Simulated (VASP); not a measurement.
# Cu2B (P4/mmm) in VASP: reference runs

How does Cu2B come out in PBE? The cell is run as given.

Everything below comes from runs of VASP 6.6.1. Logs are shortened: lines on timing, memory, paths and dates and some standing lists are left out, and cuts for length are marked.

### Step 1. The structure

Symmetry: P4/mmm, No. 123, tetragonal system. The conventional cell has a = 3.653 Å, b = 3.653 Å, c = 2.402 Å, α = 90.00°, β = 90.00°, γ = 90.00°. Cu (site symmetry mmm) is surrounded by 4 B at 2.19 Å and 2 Cu at 2.40 Å. B (site symmetry 4/mmm) has 8 Cu at 2.19 Å and 2 B at 2.40 Å as nearest neighbours.

The cell was built by a generator and needn't be a form met in nature.

### Step 2. Single point, PBE

INCAR

```
SYSTEM = Cu2B
PREC     = Accurate       ! precision mode
ENCUT    = 520            ! plane-wave cutoff, eV
EDIFF    = 1E-7           ! SCF threshold, eV
ISMEAR   = -1             ! smearing method
SIGMA    = 0.05           ! smearing width, eV
LREAL    = .FALSE.        ! projectors in reciprocal space
LASPH    = .TRUE.         ! aspherical terms in the spheres
NELM     = 80             ! most SCF steps
ALGO     = Normal         ! electronic algorithm
ISIF     = 2              ! what is computed and relaxed
LWAVE    = .FALSE.        ! write WAVECAR
LCHARG   = .FALSE.        ! write CHGCAR
GGA      = PE             ! functional
NBANDS   = 20             ! bands
```

KPOINTS

```
Automatic mesh
0
G
  7 7 11
  0 0 0
```

POSCAR

```
Cu2B
1.0
    3.6528100000      0.0000000000      0.0000000000
    0.0000000000      3.6528100000      0.0000000000
    0.0000000000      0.0000000000      2.4024200000
Cu B
2 1
Direct
    0.0000000000      0.5000000000      0.5000000000
    0.5000000000      0.0000000000      0.5000000000
    0.0000000000      0.0000000000      0.0000000000
```

Potentials or basis: VASP PAW PBE potentials, release 64 (Cu, B).

Run with:

```bash
cat potpaw_PBE.64/Cu/POTCAR potpaw_PBE.64/B/POTCAR > POTCAR
mpirun -np 1 vasp_std > vasp.out
```

OUTCAR:

```text
SYSTEM = Cu2B
   PREC = Accurate
   ENCUT = 520
   EDIFF = 1E-7
   ISMEAR = -1
   LREAL = .FALSE.
   LASPH = .TRUE.
   NELM = 80
   ISIF = 2
   GGA = PE

 ion  position               nearest neighbor table
   1  0.000  0.500  0.500-   3 2.19   3 2.19   3 2.19   3 2.19   2 2.58   2 2.58   2 2.58   2 2.58

   2  0.500  0.000  0.500-   3 2.19   3 2.19   3 2.19   3 2.19   1 2.58   1 2.58   1 2.58   1 2.58

   3  0.000  0.000  0.000-   1 2.19   2 2.19   1 2.19   2 2.19   1 2.19   1 2.19   2 2.19   2 2.19

  LATTYP: Found a simple tetragonal cell.
 ALAT       =     3.6528100000
 C/A-ratio  =     0.6576909284

  Lattice vectors:

 A1 = (   3.6528100000,   0.0000000000,   0.0000000000)
 A2 = (   0.0000000000,   3.6528100000,   0.0000000000)
 A3 = (   0.0000000000,   0.0000000000,   2.4024200000)

Analysis of symmetry for initial positions (statically):
=====================================================================
 Subroutine PRICEL returns:
 Original cell was already a primitive cell.

 Routine SETGRP: Setting up the symmetry group for a
 simple tetragonal supercell.

 Subroutine GETGRP returns: Found 16 space group operations
 (whereof 16 operations were pure point group operations)
 out of a pool of 16 trial point group operations.

The static configuration has the point symmetry D_4h.

Analysis of symmetry for dynamics (positions and initial velocities):
=====================================================================
 Subroutine PRICEL returns:
 Original cell was already a primitive cell.

 Routine SETGRP: Setting up the symmetry group for a
 simple tetragonal supercell.

 Subroutine GETGRP returns: Found 16 space group operations
 (whereof 16 operations were pure point group operations)
 out of a pool of 16 trial point group operations.

The dynamic configuration has the point symmetry D_4h.

 Subroutine INISYM returns: Found 16 space group operations
 (whereof 16 operations are pure point group operations),
 and found     1 'primitive' translations

----------------------------------------------------------------------------------------

                                     Primitive cell

  volume of cell :      32.0555

  direct lattice vectors                    reciprocal lattice vectors
     3.652810000  0.000000000  0.000000000     0.273761844  0.000000000  0.000000000
     0.000000000  3.652810000  0.000000000     0.000000000  0.273761844  0.000000000
     0.000000000  0.000000000  2.402420000     0.000000000  0.000000000  0.416246951

  length of vectors
     3.652810000  3.652810000  2.402420000     0.273761844  0.273761844  0.416246951

  position of ions in fractional coordinates (direct lattice)
     0.000000000  0.500000000  0.500000000
     0.500000000  0.000000000  0.500000000
     0.000000000  0.000000000  0.000000000

  ion indices of the primitive-cell ions
   primitive index   ion index
                 1           1
                 2           2
                 3           3

----------------------------------------------------------------------------------------

 KPOINTS: Automatic mesh

Automatic generation of k-mesh.
 Grid dimensions read from file:
 generate k-points for:    7    7   11

 Generating k-lattice:

  Cartesian coordinates                     Fractional coordinates (reciprocal lattice)
     0.039108835  0.000000000  0.000000000     0.142857143  0.000000000  0.000000000
     0.000000000  0.039108835  0.000000000     0.000000000  0.142857143  0.000000000
     0.000000000  0.000000000  0.037840632     0.000000000  0.000000000  0.090909091

  Length of vectors
     0.039108835  0.039108835  0.037840632

  Shift w.r.t. Gamma in fractional coordinates (k-lattice)
     0.000000000  0.000000000  0.000000000

 Subroutine IBZKPT returns following result:
 ===========================================

 Found     60 irreducible k-points:

 Following reciprocal coordinates:
            Coordinates               Weight
  0.000000  0.000000  0.000000      1.000000
  0.142857  0.000000  0.000000      4.000000
  0.285714  0.000000  0.000000      4.000000
  0.428571  0.000000  0.000000      4.000000
  0.142857  0.142857  0.000000      4.000000
  0.285714  0.142857  0.000000      8.000000
[... 16 lines left out ...]
  0.285714  0.000000  0.181818      8.000000
  0.428571  0.000000  0.181818      8.000000
 [... further k-points ...]
   k-points           NKPTS =     60   k-points in BZ     NKDIM =     60   number of bands    NBANDS=     20
   number of dos      NEDOS =    301   number of ions     NIONS =      3
   total plane-waves  NPLWV =  14112
   dimension x,y,z NGX =    28 NGY =   28 NGZ =   18
   dimension x,y,z NGXF=    56 NGYF=   56 NGZF=   36
   ions per type =               2   1
   NGX,Y,Z   is equivalent  to a cutoff of  12.74, 12.74, 12.46 a.u.
   NGXF,Y,Z  is equivalent  to a cutoff of  25.49, 25.49, 24.91 a.u.
 SYSTEM =  Cu2B
   PREC   = accura    normal or accurate (medium, high low for compatibility)
   ISTART =      0    job   : 0-new  1-cont  2-samecut
   ICHARG =      2    charge: 1-file 2-atom 10-const
   ISPIN  =      1    spin polarized calculation?
   LNONCOLLINEAR =      F non collinear calculations
   LSORBIT =      F    spin-orbit coupling
   LASPH  =      T    aspherical Exc in radial PAW
   ENCUT  =  520.0 eV  38.22 Ry    6.18 a.u.   6.79  6.79  4.47*2*pi/ulx,y,z
   NELM   =     80;   NELMIN=  2; NELMDL= -5     # of ELM steps
   EDIFF  = 0.1E-06   stopping-criterion for ELM
   LREAL  =      F    real-space projection
   EDIFFG = 0.1E-05   stopping-criterion for IOM
   NSW    =      0    number of steps for IOM
   IBRION =     -1    ionic relax: 0-MD 1-quasi-New 2-CG
   NFREE  =      0    steps in history (QN), initial steepest desc. (CG)
   ISIF   =      2    stress and relaxation
   ISYM   =      2    0-nonsym 1-usesym 2-fastsym
   POTIM  = 0.5000    time-step for ionic-motion
   TEBEG  =    0.0;   TEEND  =   0.0 temperature during run
   PSTRESS=    0.0 pullay stress
   NELECT =      25.0000    total number of electrons
   NUPDOWN=      -1.0000    fix difference up-down
   EMIN   =  10.00;   EMAX   =-10.00  energy-range for DOS
   EFERMI =   0.00;   METHOD = LEGACY
   ISMEAR =    -1;   SIGMA  =   0.05  broadening in eV -4-tet -1-fermi 0-gaus
   EFERMI_NEDOS =   21; number of points for ismear=-14 and -15
   IALGO  =     38    algorithm
   IMIX   =      4    mixing-type and parameters
     AMIX     =   0.40;   BMIX     =  1.00
     AMIX_MAG =   1.60;   BMIX_MAG =  1.00
  volume/ion in A,a.u.               =      10.69        72.11
  Fermi-wavevector in a.u.,A,eV,Ry     =   1.506909  2.847646 30.895781  2.270776
  Thomas-Fermi vector in A             =   2.617565
   LORBIT       =      0    0 simple, 1 ext, 2 COOP (PROOUT), +10 PAW based schemes
   GGA     = PE    functional components
   LHFCALC =     F    Hartree Fock is set to
   AEXX    =    0.0000 exact exchange contribution
   IVDW    =     0    specifies the selected vdW correction
   LEPSILON=     F    determine dielectric tensor
   LRPA    =     F    only Hartree local field effects (RPA)
 non-spin polarized calculation
  energy-cutoff  :      520.00
  volume of cell :       32.06
 maximum number of plane-waves:       890
 NGX is ok and might be reduce to    28
   NGX = 13   NGY = 13   NGZ =  9

 number of electron      25.0000037 magnetization

 Free energy of the ion-electron system (eV)
  ---------------------------------------------------
  ext. energy  EPLUGINS =         0.00000000
  ---------------------------------------------------
  free energy    TOTEN  =       -13.23197929 eV

  energy without entropy =      -13.22447790  energy(sigma->0) =      -13.22822859

 E-fermi :   6.9916     XC(G=0): -12.2374

 val. band max:        6.9675579761   @ k =   0.4286   0.4286   0.0909
 cond. band min:       6.9946835142   @ k =   0.2857   0.2857   0.3636
 fundamental gap:      0.0271255381
 Fermi energy:         6.9915603089

 k-point     1 :       0.0000    0.0000    0.0000
  band No.  band energies     occupation
      1      -4.7646      2.00000
      2       1.8901      2.00000
      3       2.6066      2.00000
      4       2.6378      2.00000
      5       2.6503      2.00000
      6       4.1597      2.00000
[... 12 lines left out ...]
     19      22.2962      0.00000
     20      23.4878      0.00000

 k-point     2 :       0.1429    0.0000    0.0000
  band No.  band energies     occupation
      1      -4.5801      2.00000
      2       1.8215      2.00000
      3       2.4714      2.00000
      4       2.6512      2.00000
      5       2.6637      2.00000
      6       3.8913      2.00000
[... 12 lines left out ...]
     19      23.3969      0.00000
     20      24.0716      0.00000

 k-point     3 :       0.2857    0.0000    0.0000
  band No.  band energies     occupation
      1      -4.0735      2.00000
      2       1.0029      2.00000
      3       2.4032      2.00000
      4       2.6551      2.00000
      5       2.8351      2.00000
      6       3.3874      2.00000
[... 12 lines left out ...]
     19      24.7779      0.00000
     20      25.4620      0.00000

 k-point     4 :       0.4286    0.0000    0.0000
  band No.  band energies     occupation
      1      -3.4867      2.00000
      2      -0.0443      2.00000
      3       2.4990      2.00000
      4       2.6610      2.00000
      5       2.9815      2.00000
      6       3.3265      2.00000
[... 12 lines left out ...]
     19      23.6358      0.00000
     20      25.0209      0.00000

 k-point     5 :       0.1429    0.1429    0.0000
  band No.  band energies     occupation
      1      -4.3963      2.00000
      2       1.8330      2.00000
      3       2.2102      2.00000
      4       2.6176      2.00000
      5       2.7554      2.00000
      6       3.4881      2.00000
[... 12 lines left out ...]
     19      23.0665      0.00000
     20      24.7972      0.00000
[... 353 lines left out ...]
      6       2.8242      2.00000
[... 12 lines left out ...]
     19      22.3097      0.00000
     20      22.6926      0.00000

 k-point    22 :       0.1429    0.0000    0.1818
  band No.  band energies     occupation
      1      -3.8300      2.00000
      2       2.1060      2.00000
      3       2.6230      2.00000
      4       2.6442      2.00000
      5       2.9151      2.00000
      6       2.9763      2.00000
[... 12 lines left out ...]
     19      21.9323      0.00000
     20      23.1004      0.00000

 k-point    23 :       0.2857    0.0000    0.1818
  band No.  band energies     occupation
      1      -3.3596      2.00000
      2       1.4948      2.00000
      3       2.5641      2.00000
      4       2.6674      2.00000
      5       3.1064      2.00000
      6       3.2140      2.00000
[... 12 lines left out ...]
     19      20.8031      0.00000
     20      23.6015      0.00000

 k-point    24 :       0.4286    0.0000    0.1818
  band No.  band energies     occupation
      1      -2.8394      2.00000
      2       0.7126      2.00000
      3       2.5302      2.00000
      4       2.8404      2.00000
      5       3.3026      2.00000
      6       3.4518      2.00000
[... 12 lines left out ...]
     19      20.3031      0.00000
     20      23.8027      0.00000

 [... further k-points ...]
[... 5 lines left out ...]
  --------------------------------------------------------------------------------------
  -------------------------------------------------------------------------------------
  Total        0.1444782      0.1444782     -0.0391291      0.0000000      0.0000000     -0.0000000
  in kB        7.2212083      7.2212083     -1.9557213      0.0000000      0.0000000     -0.0000000
  external PRESSURE =       4.1622317 kB  Pullay stress =       0.0000000 kB

 VOLUME and BASIS-vectors are now :
 -----------------------------------------------------------------------------
  energy-cutoff  :      520.00
  volume of cell :       32.06
      direct lattice vectors                 reciprocal lattice vectors
     3.652810000  0.000000000  0.000000000     0.273761844  0.000000000  0.000000000
     0.000000000  3.652810000  0.000000000     0.000000000  0.273761844  0.000000000
     0.000000000  0.000000000  2.402420000     0.000000000  0.000000000  0.416246951

 POSITION                                       TOTAL-FORCE (eV/Angst)
 -----------------------------------------------------------------------------------
      0.00000      1.82641      1.20121         0.000000      0.000000      0.000000
      1.82641      0.00000      1.20121         0.000000      0.000000      0.000000
      0.00000      0.00000      0.00000         0.000000      0.000000      0.000000
 -----------------------------------------------------------------------------------
    total drift:                                0.000000      0.000000      0.000000

  FREE ENERGIE OF THE ION-ELECTRON SYSTEM (eV)
  ---------------------------------------------------
  free  energy   TOTEN  =       -13.2319792886 eV

  energy  without entropy=      -13.2244778963  energy(sigma->0) =      -13.22822859
```

Run time: 27 s. Hardware: 1 thread of Intel Xeon Platinum 8375C at 2.90GHz (Ice Lake), shared host; peak memory 0.16 GiB.

Results:

| Property | Result |
| --- | --- |
| Free energy | -13.2320 eV |
| Pressure | 0.4 GPa |
| Band gap on the k mesh | none (metal or under the smearing width) |

Stress tensor (GPa, compression positive):
```
 0.72  0.00  0.00
 0.00  0.72  0.00
 0.00  0.00 -0.20
```
